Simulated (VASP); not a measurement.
Here is the system:

```
Cu
1.0
    0.00000     1.78160     1.78160
    1.78160     0.00000     1.78160
    1.78160     1.78160     0.00000
Cu
1
Direct
  0.00000   0.00000   0.00000
```

Calculation: PBEsol GGA, VASP's PBE PAW potentials (set 64) (plane waves; VASP). Numerical set-up: 530 eV cut-off, 16×16×16 Γ-centred mesh, first-order Methfessel-Paxton smearing of 0.10 eV, potentials Cu.

Finite-difference elastic constants of metals are sensitive to mesh and smearing; shear constants can be off by tens of GPa.

Q: Give the elastic stiffness tensor with the ions relaxed (GPa, in the frame of the cell).

A: 
```
     xx   yy   zz    yz    xz    xy
--  ---  ---  ---  ----  ----  ----
xx  213  148  148   0.0   0.0   0.0
yy  148  213  148   0.0   0.0   0.0
zz  148  148  213   0.0   0.0   0.0
yz  0.0  0.0  0.0  96.3   0.0   0.0
xz  0.0  0.0  0.0   0.0  96.3   0.0
xy  0.0  0.0  0.0   0.0   0.0  96.3
```

Q: Predict the Hill bulk modulus, Hill shear modulus, Young's modulus, Poisson's ratio.

A: 
```yaml
hill_bulk_modulus: 1700 kbar
hill_shear_modulus: 62.2 GPa
Young's modulus: 166 GPa
Poisson's ratio: 0.337
```

Measured: C11 176 GPa at 0 K (computed value off by +20.8 %), C12 125 GPa at 0 K (computed value off by +18.7 %), C44 81.8 GPa at 0 K (computed value off by +17.8 %), as given by Cristiano Malica et al., Journal of Physics Condensed Matter (2021), arXiv:2109.00459 [extrapolated to 0 K; zero-point effects included].

The compound is Cu in the fcc structure. It was relaxed first.
